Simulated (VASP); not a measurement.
OSZICAR of a VASP run on Ni (fcc):

File OSZICAR:
```
       N       E                     dE             d eps       ncg     rms          rms(c)
DAV:   1     0.252281536712E+02    0.25228E+02   -0.49247E+03  7165   0.147E+03
DAV:   2    -0.373749504370E+01   -0.28966E+02   -0.27951E+02  7126   0.169E+02
DAV:   3    -0.413158274444E+01   -0.39409E+00   -0.39322E+00  8082   0.262E+01
DAV:   4    -0.413543093001E+01   -0.38482E-02   -0.38476E-02  8027   0.227E+00
DAV:   5    -0.413552434816E+01   -0.93418E-04   -0.93416E-04  8073   0.302E-01    0.107E+01
DAV:   6    -0.338940669210E+01    0.74612E+00   -0.14464E+01  7383   0.636E+01    0.520E+00
DAV:   7    -0.314796899941E+01    0.24144E+00   -0.20780E+00  7416   0.230E+01    0.220E+00
DAV:   8    -0.312830011818E+01    0.19669E-01   -0.24013E-02  9971   0.185E+00    0.954E-01
DAV:   9    -0.312630769931E+01    0.19924E-02   -0.11801E-03 10388   0.338E-01    0.259E-01
DAV:  10    -0.312583057260E+01    0.47713E-03   -0.46570E-04  9372   0.180E-01    0.381E-02
DAV:  11    -0.312583659443E+01   -0.60218E-05   -0.66162E-06  8568   0.350E-02    0.293E-02
DAV:  12    -0.312583865101E+01   -0.20566E-05   -0.19620E-06  9015   0.162E-02    0.510E-03
DAV:  13    -0.312583895644E+01   -0.30543E-06   -0.29156E-07  6072   0.517E-03    0.125E-03
DAV:  14    -0.312583895519E+01    0.12531E-08   -0.63572E-09  3652   0.935E-04
   1 F= -.31258390E+01 E0= -.31259906E+01  d E =0.455008E-03  mag=     0.6026
```

Q: Which electronic solver shows in the log?

A: It is blocked Davidson (ALGO = Normal, or the opening steps of other solvers). The INCAR had ALGO = Normal.

Q: How was spin treated?

A: Collinear spin (ISPIN = 2): the summary line carries one mag value, 0.60 μB in the cell.

Q: Can the final energy be trusted as converged?

A: Self-consistency was reached. It stopped with EDIFF = 1E-7, NELM = 100 (rev-vdW-DF2, plane waves, VASP's PBE PAW potentials (set 64)).

The compound is Ni in the fcc structure. This cell is one point of a volume scan, at 0.94 of the reference volume.
